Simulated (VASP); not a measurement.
# In3GaSb2N2 (P3m1) in VASP: further runs

One crystal, In3GaSb2N2, is run at these levels: PBE; tasks: relaxation of cell and atoms.

All numbers are computed with VASP 6.6.1; they aren't measurements. Logs are shortened: lines on timing, memory, paths and dates and some standing lists are left out, and cuts for length are marked.

## (1) The crystal as given

It takes space group P3m1 (No. 156, trigonal). Conventional cell: a = 3.515 Å, b = 3.515 Å, c = 16.491 Å, α = 90.00°, β = 90.00°, γ = 120.00°. Around In (site symmetry 3m) lie 4 Sb at 3.15 to 3.23 Å and 6 In at 3.52 Å. In (site symmetry 3m) has 3 N at 2.11 Å as nearest neighbours. In (site symmetry 3m) has 1 N at 2.37 Å as nearest neighbours. Ga (site symmetry 3m) has 4 N at 1.93 to 2.06 Å as nearest neighbours. Around Sb (site symmetry 3m) lie 4 In at 3.14 to 3.23 Å and 6 Sb at 3.52 Å. Sb (site symmetry 3m) is surrounded by 4 In at 3.15 to 3.24 Å and 6 Sb at 3.52 Å. N (site symmetry 3m) has 1 Ga at 1.93 Å and 3 In at 2.11 Å as nearest neighbours. Around N (site symmetry 3m) lie 3 Ga at 2.06 Å.

The cell was built by a generator and needn't be a form met in nature.

## (2) Relaxation of cell and atoms, PBE

File INCAR:

```
SYSTEM = In3GaSb2N2
ALGO = Normal ; EDIFF = 1E-6
EDIFFG = -0.01 ; ENCUT = 520
GGA = PE ; IBRION = 2
ISIF = 3 ; ISMEAR = 0
KPAR = 4 ; LASPH = .True.
LCHARG = .False. ; LREAL = .False.
LWAVE = .False. ; NELM = 120
NSW = 90 ; PREC = Accurate
SIGMA = 0.1
```

File KPOINTS:

```
k-points
0
Gamma
  10 10 2
  0 0 0
```

File POSCAR:

```
In3GaSb2N2
1.0
    3.5150906800      0.0000000000      0.0000000000
   -1.7575453400      3.0441578300      0.0000000000
    0.0000000000      0.0000000000     16.4910000000
In Ga Sb N
3 1 2 2
Direct
    0.6666666700      0.3333333300      0.5108240900
    0.3333333300      0.6666666700      0.1683948800
    0.3333333300      0.6666666700      0.8522224200
    0.0000000000      0.0000000000      0.0166151200
    0.6666666700      0.3333333300      0.7069310500
    0.3333333300      0.6666666700      0.3650476000
    0.0000000000      0.0000000000      0.1338912100
    0.3333333300      0.6666666700      0.9961797300
```

Potentials or basis: VASP PAW PBE potentials, release 64 (In_d, Ga_d, Sb, N).

Started as:

```
$ cat potpaw_PBE.64/In_d/POTCAR potpaw_PBE.64/Ga_d/POTCAR potpaw_PBE.64/Sb/POTCAR potpaw_PBE.64/N/POTCAR > POTCAR
$ mpirun -np 4 vasp_std > vasp.out
```

OUTCAR:

```text
SYSTEM = In3GaSb2N2
   EDIFF = 1E-6
   EDIFFG = -0.01
   ENCUT = 520
   GGA = PE
   IBRION = 2
   ISIF = 3
   ISMEAR = 0
   LASPH = .True.
   LREAL = .False.
   NELM = 120
   NSW = 90
   PREC = Accurate

 ion  position               nearest neighbor table
   1  0.667  0.333  0.511-   6 3.15   6 3.15   6 3.15   5 3.23
   2  0.333  0.667  0.168-   7 2.11   7 2.11   7 2.11   8 2.84   4 3.22   4 3.22   4 3.22   6 3.24

   3  0.333  0.667  0.852-   8 2.37   5 3.14   5 3.14   5 3.14   4 3.39   4 3.39   4 3.39
   4  0.000  0.000  0.017-   7 1.93   8 2.06   8 2.06   8 2.06   2 3.22   2 3.22   2 3.22   3 3.39
                             3 3.39   3 3.39
   5  0.667  0.333  0.707-   3 3.14   3 3.14   3 3.14   1 3.23
   6  0.333  0.667  0.365-   1 3.15   1 3.15   1 3.15   2 3.24
   7  0.000  0.000  0.134-   4 1.93   2 2.11   2 2.11   2 2.11
   8  0.333  0.667  0.996-   4 2.06   4 2.06   4 2.06   3 2.37   2 2.84

  LATTYP: Found a hexagonal cell.
 ALAT       =     3.5150906800
 C/A-ratio  =     4.6914863659

  Lattice vectors:

 A1 = (   3.5150906800,   0.0000000000,   0.0000000000)
 A2 = (  -1.7575453400,   3.0441578300,   0.0000000000)
 A3 = (   0.0000000000,   0.0000000000,  16.4910000000)

Analysis of symmetry for initial positions (statically):
=====================================================================
 Subroutine PRICEL returns:
 Original cell was already a primitive cell.

 Routine SETGRP: Setting up the symmetry group for a
 hexagonal supercell.

 Subroutine GETGRP returns: Found  6 space group operations
 (whereof  6 operations were pure point group operations)
 out of a pool of 24 trial point group operations.

The static configuration has the point symmetry C_3v.

Analysis of symmetry for dynamics (positions and initial velocities):
=====================================================================
 Subroutine PRICEL returns:
 Original cell was already a primitive cell.

 Routine SETGRP: Setting up the symmetry group for a
 hexagonal supercell.

 Subroutine GETGRP returns: Found  6 space group operations
 (whereof  6 operations were pure point group operations)
 out of a pool of 24 trial point group operations.

The dynamic configuration has the point symmetry C_3v.

 Subroutine INISYM returns: Found  6 space group operations
 (whereof  6 operations are pure point group operations),
 and found     1 'primitive' translations

----------------------------------------------------------------------------------------

                                     Primitive cell

  volume of cell :     176.4618

  direct lattice vectors                    reciprocal lattice vectors
     3.515090680  0.000000000  0.000000000     0.284487682  0.164249040  0.000000000
    -1.757545340  3.044157830  0.000000000     0.000000000  0.328498079  0.000000000
     0.000000000  0.000000000 16.491000000     0.000000000  0.000000000  0.060639136

  length of vectors
     3.515090680  3.515090684 16.491000000     0.328498080  0.328498079  0.060639136

  position of ions in fractional coordinates (direct lattice)
     0.666666670  0.333333330  0.510824090
     0.333333330  0.666666670  0.168394880
     0.333333330  0.666666670  0.852222420
     0.000000000  0.000000000  0.016615120
     0.666666670  0.333333330  0.706931050
     0.333333330  0.666666670  0.365047600
     0.000000000  0.000000000  0.133891210
     0.333333330  0.666666670  0.996179730

  ion indices of the primitive-cell ions
   primitive index   ion index
                 1           1
                 2           2
                 3           3
                 4           4
                 5           5
                 6           6
                 7           7
                 8           8

----------------------------------------------------------------------------------------

 KPOINTS: k-points

Automatic generation of k-mesh.
 Grid dimensions read from file:
 generate k-points for:   10   10    2

 Generating k-lattice:

  Cartesian coordinates                     Fractional coordinates (reciprocal lattice)
     0.028448768  0.016424904  0.000000000     0.100000000 -0.000000000  0.000000000
     0.000000000  0.032849808  0.000000000     0.000000000  0.100000000  0.000000000
     0.000000000  0.000000000  0.030319568     0.000000000  0.000000000  0.500000000

  Length of vectors
     0.032849808  0.032849808  0.030319568

  Shift w.r.t. Gamma in fractional coordinates (k-lattice)
     0.000000000  0.000000000  0.000000000

 Subroutine IBZKPT returns following result:
 ===========================================

 Found     28 irreducible k-points:

 Following reciprocal coordinates:
            Coordinates               Weight
  0.000000  0.000000  0.000000      1.000000
  0.100000 -0.000000  0.000000      6.000000
  0.200000 -0.000000  0.000000      6.000000
  0.300000  0.000000  0.000000      6.000000
  0.400000 -0.000000  0.000000      6.000000
  0.500000  0.000000  0.000000      3.000000
[... 16 lines left out ...]
  0.300000  0.100000  0.500000     12.000000
  0.400000  0.100000  0.500000     12.000000
 [... further k-points ...]
   k-points           NKPTS =     28   k-points in BZ     NKDIM =     28   number of bands    NBANDS=     43
   number of dos      NEDOS =    301   number of ions     NIONS =      8
   total plane-waves  NPLWV =  98784
   dimension x,y,z NGX =    28 NGY =   28 NGZ =  126
   dimension x,y,z NGXF=    56 NGYF=   56 NGZF=  252
   ions per type =               3   1   2   2
   NGX,Y,Z   is equivalent  to a cutoff of  13.24, 13.24, 12.70 a.u.
   NGXF,Y,Z  is equivalent  to a cutoff of  26.49, 26.49, 25.40 a.u.
 SYSTEM =  In3GaSb2N2
   PREC   = accura    normal or accurate (medium, high low for compatibility)
   ISTART =      0    job   : 0-new  1-cont  2-samecut
   ICHARG =      2    charge: 1-file 2-atom 10-const
   ISPIN  =      1    spin polarized calculation?
   LNONCOLLINEAR =      F non collinear calculations
   LSORBIT =      F    spin-orbit coupling
   LASPH  =      T    aspherical Exc in radial PAW
   ENCUT  =  520.0 eV  38.22 Ry    6.18 a.u.   6.54  6.54 30.66*2*pi/ulx,y,z
   NELM   =    120;   NELMIN=  2; NELMDL= -5     # of ELM steps
   EDIFF  = 0.1E-05   stopping-criterion for ELM
   LREAL  =      F    real-space projection
   EDIFFG = -.1E-01   stopping-criterion for IOM
   NSW    =     90    number of steps for IOM
   IBRION =      2    ionic relax: 0-MD 1-quasi-New 2-CG
   NFREE  =      1    steps in history (QN), initial steepest desc. (CG)
   ISIF   =      3    stress and relaxation
   ISYM   =      2    0-nonsym 1-usesym 2-fastsym
   POTIM  = 0.5000    time-step for ionic-motion
   TEBEG  =    0.0;   TEEND  =   0.0 temperature during run
   PSTRESS=    0.0 pullay stress
   NELECT =      72.0000    total number of electrons
   NUPDOWN=      -1.0000    fix difference up-down
   EMIN   =  10.00;   EMAX   =-10.00  energy-range for DOS
   EFERMI =   0.00;   METHOD = LEGACY
   ISMEAR =     0;   SIGMA  =   0.10  broadening in eV -4-tet -1-fermi 0-gaus
   EFERMI_NEDOS =   21; number of points for ismear=-14 and -15
   IALGO  =     38    algorithm
   IMIX   =      4    mixing-type and parameters
     AMIX     =   0.40;   BMIX     =  1.00
     AMIX_MAG =   1.60;   BMIX_MAG =  1.00
  volume/ion in A,a.u.               =      22.06       148.85
  Fermi-wavevector in a.u.,A,eV,Ry     =   1.214233  2.294568 20.059916  1.474362
  Thomas-Fermi vector in A             =   2.349660
   LORBIT       =      0    0 simple, 1 ext, 2 COOP (PROOUT), +10 PAW based schemes
   GGA     = PE    functional components
   LHFCALC =     F    Hartree Fock is set to
   AEXX    =    0.0000 exact exchange contribution
   IVDW    =     0    specifies the selected vdW correction
   LEPSILON=     F    determine dielectric tensor
   LRPA    =     F    only Hartree local field effects (RPA)
 conjugate gradient relaxation of ions
 non-spin polarized calculation
 Gauss-broadening in eV      SIGMA  =   0.10
  energy-cutoff  :      520.00
  volume of cell :      176.46
 maximum number of plane-waves:      4838
 NGX is ok and might be reduce to    28
   NGX = 13   NGY = 13   NGZ = 61

--------------------------------------- Ionic step        1  -------------------------------------------

 number of electron      72.0000001 magnetization

 Free energy of the ion-electron system (eV)
  ---------------------------------------------------
  ext. energy  EPLUGINS =         0.00000000
  ---------------------------------------------------
  free energy    TOTEN  =       -34.34348650 eV

  energy without entropy =      -34.31558020  energy(sigma->0) =      -34.32953335

------------------------ aborting loop because EDIFF is reached ----------------------------------------

  FORCE on cell =-STRESS in cart. coord.  units (eV):
  Direction    XX          YY          ZZ          XY          YZ          ZX
  --------------------------------------------------------------------------------------
  -------------------------------------------------------------------------------------
  Total       -1.1531097     -1.1531097      2.4736573     -0.0000000      0.0000000     -0.0000000
  in kB      -10.4696106    -10.4696106     22.4594659     -0.0000000      0.0000000     -0.0000000
  external PRESSURE =       0.5067482 kB  Pullay stress =       0.0000000 kB
[... 107 lines left out ...]
  FREE ENERGIE OF THE ION-ELECTRON SYSTEM (eV)
  ---------------------------------------------------
  free  energy   TOTEN  =       -34.7194921831 eV

  energy  without entropy=      -34.6950463289  energy(sigma->0) =      -34.70726926

[... ionic steps 4 to 25 ...]

--------------------------------------- Ionic step       26  -------------------------------------------

 number of electron      72.0000002 magnetization

------------------------ aborting loop because EDIFF is reached ----------------------------------------
[... 79 lines left out ...]
--------------------------------------- Ionic step       28  -------------------------------------------

 number of electron      72.0000000 magnetization

 Free energy of the ion-electron system (eV)
  ---------------------------------------------------
  ext. energy  EPLUGINS =         0.00000000
  ---------------------------------------------------
  free energy    TOTEN  =       -35.04923889 eV

  energy without entropy =      -35.02811830  energy(sigma->0) =      -35.03867860

 E-fermi :   6.5562     XC(G=0): -10.1660

 val. band max:        6.5427587713   @ k =   0.2000   0.2000   0.0000
 cond. band min:       6.5989303447   @ k =   0.3000   0.2000   0.0000
 fundamental gap:      0.0561715734
 Fermi energy:         6.5561992895

 k-point     1 :       0.0000    0.0000    0.0000
  band No.  band energies     occupation
      1      -8.9975      2.00000
      2      -8.7548      2.00000
      3      -8.0744      2.00000
      4      -7.9987      2.00000
      5      -7.9987      2.00000
      6      -7.8401      2.00000
[... 1093 lines left out ...]
     42      10.0701      0.00000
     43      10.5933      0.00000

 [... further k-points ...]

------------------------ aborting loop because EDIFF is reached ----------------------------------------

  FORCE on cell =-STRESS in cart. coord.  units (eV):
  Direction    XX          YY          ZZ          XY          YZ          ZX
  --------------------------------------------------------------------------------------
  -------------------------------------------------------------------------------------
  Total       -0.0115401     -0.0115401     -0.0403172      0.0000000      0.0000000     -0.0000000
  in kB       -0.1074548     -0.1074548     -0.3754106      0.0000000      0.0000000     -0.0000000
  external PRESSURE =      -0.1967734 kB  Pullay stress =       0.0000000 kB
[... 23 lines left out ...]
  FREE ENERGIE OF THE ION-ELECTRON SYSTEM (eV)
  ---------------------------------------------------
  free  energy   TOTEN  =       -35.0492388947 eV

  energy  without entropy=      -35.0281182981  energy(sigma->0) =      -35.03867860

 reached required accuracy - stopping structural energy minimisation
```

Run time: 14 min. Hardware: 4 MPI ranks of Intel Xeon Platinum 8488C (Sapphire Rapids), shared host; peak memory 0.47 GiB.

Results:

- Free energy: -35.0492 eV
- Relaxed volume: 21.51 Å³/atom
- Relaxed cell: a = 3.347 Å, b = 3.347 Å, c = 17.735 Å, α = 90.00°, β = 90.00°, γ = 120.00°
- Space group after relaxing (to 0.05 Å): P3m1 (No. 156)
- Energy gained by relaxing: 88.2 meV/atom
- Ionic steps: 28
- Pressure after relaxing: 0.0 GPa
- Largest force after relaxing: 0.008 eV/Å
- Band gap on the k mesh: none (metal or under the smearing width)

Forces in eV/Å, atoms in the order of the input:
```
In   0.000  0.000  0.000
In   0.000  0.000  0.005
In   0.000  0.000 -0.005
Ga   0.000  0.000  0.002
Sb   0.000  0.000 -0.007
Sb   0.000  0.000  0.005
N    0.000  0.000  0.008
N    0.000  0.000 -0.008
```

Step by step:
| step | energy change (eV) | largest force (eV/Å) | pressure (GPa) | volume (Å³) |
| --- | --- | --- | --- | --- |
| 1 | 0.0000 | 1.1052 | 0.05 | 176.46 |
| 2 | -0.1738 | 0.9509 | -0.75 | 176.61 |
| 3 | -0.3760 | 1.6405 | -1.88 | 176.73 |
| 4 | -0.4702 | 1.5292 | -1.12 | 173.97 |
| 5 | -0.5194 | 1.3486 | -0.12 | 170.61 |
| 6 | -0.6052 | 0.8770 | -0.19 | 170.29 |
| 7 | -0.6510 | 0.4303 | -0.03 | 169.83 |
| 8 | -0.6514 | 0.4270 | -0.07 | 169.88 |
| 9 | -0.6633 | 0.2552 | 0.15 | 169.68 |
| 10 | -0.6753 | 0.2796 | 0.66 | 169.22 |
| 11 | -0.6845 | 0.2675 | 0.25 | 170.40 |
| 12 | -0.6897 | 0.2454 | -0.31 | 171.98 |
| 13 | -0.6954 | 0.1567 | -0.15 | 171.73 |
| 14 | -0.7004 | 0.0722 | 0.18 | 171.22 |
| 15 | -0.7035 | 0.0784 | 0.03 | 171.68 |
| 16 | -0.7041 | 0.0808 | -0.07 | 171.98 |
| 17 | -0.7049 | 0.0450 | 0.01 | 171.86 |
| 18 | -0.7050 | 0.0584 | 0.05 | 171.81 |
| 19 | -0.7055 | 0.0235 | 0.01 | 171.96 |
| 20 | -0.7055 | 0.0243 | -0.01 | 172.00 |
| 21 | -0.7056 | 0.0223 | 0.02 | 172.00 |
| 22 | -0.7056 | 0.0213 | 0.02 | 171.99 |
| 23 | -0.7056 | 0.0169 | -0.01 | 172.05 |
| 24 | -0.7057 | 0.0150 | -0.03 | 172.13 |
| 25 | -0.7057 | 0.0185 | -0.04 | 172.16 |
| 26 | -0.7057 | 0.0174 | 0.00 | 172.08 |
| 27 | -0.7057 | 0.0167 | 0.02 | 172.04 |
| 28 | -0.7058 | 0.0079 | -0.02 | 172.07 |

Final structure:
```
In Ga Sb N
1.0
     3.34709    0.00000    0.00000
    -1.67355    2.89867    0.00000
     0.00000    0.00000   17.73490
In Ga Sb N
3 1 2 2
Direct
  0.66667 0.33333 0.51858
  0.33333 0.66667 0.18209
  0.33333 0.66667 0.86228
  0.00000 0.00000 0.02291
  0.66667 0.33333 0.69505
  0.33333 0.66667 0.34658
  0.00000 0.00000 0.13281
  0.33333 0.66667 0.98980
```

Caveat: this functional lacks dispersion, which binds the layers, so the pressure and a relaxed spacing across them are unreliable. The run has no spin-orbit coupling, so splittings on Sb are missing.

## (3) Relaxation of cell and atoms, PBE

This run uses another cell than the first one, of 21.51 Å³/atom, 0.975 times its volume.

File INCAR:

```
SYSTEM = In3GaSb2N2
ALGO = Normal ; EDIFF = 1E-7
EDIFFG = -0.005 ; ENCUT = 520
GGA = PE ; IBRION = 2
ISIF = 3 ; ISMEAR = 0
KPAR = 4 ; LASPH = .True.
LCHARG = .False. ; LREAL = .False.
LWAVE = .False. ; NELM = 120
NSW = 60 ; POTIM = 0.3
PREC = Accurate ; SIGMA = 0.1
```

KPOINTS is that of step 2.

File POSCAR:

```
In3GaSb2N2                              
1.0
    3.3470900787      0.0000000000     -0.0000000000
   -1.6735450393      2.8986650408      0.0000000000
    0.0000000000      0.0000000000     17.7349020009
  In              Ga              Sb              N             
     3     1     2     2
Direct
     0.6666666699999979    0.3333333300000021    0.5185780942766143
     0.3333333300000021    0.6666666699999979    0.1820915330871807
     0.3333333300000021    0.6666666699999979    0.8622789229607911
     0.0000000000000000    0.0000000000000000    0.0229149127678330
     0.6666666699999979    0.3333333300000021    0.6950543806351744
     0.3333333300000021    0.6666666699999979    0.3465787828144510
     1.0000000000000000    0.0000000000000000    0.1328143132062313
     0.3333333300000021    0.6666666699999979    0.9897951602517209
```

Potentials or basis: VASP PAW PBE potentials, release 64 (In_d, Ga_d, Sb, N).

Started as:

```
$ cat potpaw_PBE.64/In_d/POTCAR potpaw_PBE.64/Ga_d/POTCAR potpaw_PBE.64/Sb/POTCAR potpaw_PBE.64/N/POTCAR > POTCAR
$ mpirun -np 4 vasp_std > vasp.out
```

Wall time 4 min (4 MPI ranks of Intel Xeon Platinum 8488C (Sapphire Rapids), shared host); peak memory 0.48 GiB.

It converged, with:

| Property | Result |
| --- | --- |
| Free energy | -35.0491 eV |
| Energy gained by relaxing | 0.0 meV/atom |
| Ionic steps | 8 |
| Pressure after relaxing | 0.0 GPa |
| Largest force after relaxing | 0.004 eV/Å |
| Band gap on the k mesh | none (metal or under the smearing width) |

Forces in eV/Å, atoms in the order of the input:
```
In   0.000  0.000 -0.004
In   0.000  0.000 -0.004
In   0.000  0.000  0.000
Ga   0.000  0.000  0.003
Sb   0.000  0.000 -0.002
Sb   0.000  0.000  0.004
N    0.000  0.000  0.001
N    0.000  0.000  0.002
```

Final structure:
```
In Ga Sb N
1.0
     3.34681    0.00000    0.00000
    -1.67340    2.89842    0.00000
     0.00000    0.00000   17.73748
In Ga Sb N
3 1 2 2
Direct
  0.66667 0.33333 0.51852
  0.33333 0.66667 0.18223
  0.33333 0.66667 0.86224
  0.00000 0.00000 0.02297
  0.66667 0.33333 0.69479
  0.33333 0.66667 0.34668
  0.00000 0.00000 0.13291
  0.33333 0.66667 0.98977
```

Levels at points of the mesh, in eV from the Fermi level:
| k point | band 34 | band 35 | band 36 | band 37 | band 38 | band 39 |
| --- | --- | --- | --- | --- | --- | --- |
| (0.00, 0.00, 0.00) | -0.48 | 0.15 | 2.41 | 3.10 | 4.89 | 4.99 |
| (0.50, 0.00, 0.00) | -1.55 | -1.52 | -1.16 | -0.24 | 0.79 | 2.15 |
| (0.00, 0.00, 0.50) | -0.50 | 1.21 | 1.66 | 3.18 | 4.99 | 4.99 |
| (0.50, 0.00, 0.50) | -1.55 | -1.41 | -0.82 | -0.49 | 0.64 | 2.16 |

Caveat: this functional lacks dispersion, which binds the layers, so the pressure and a relaxed spacing across them are unreliable.
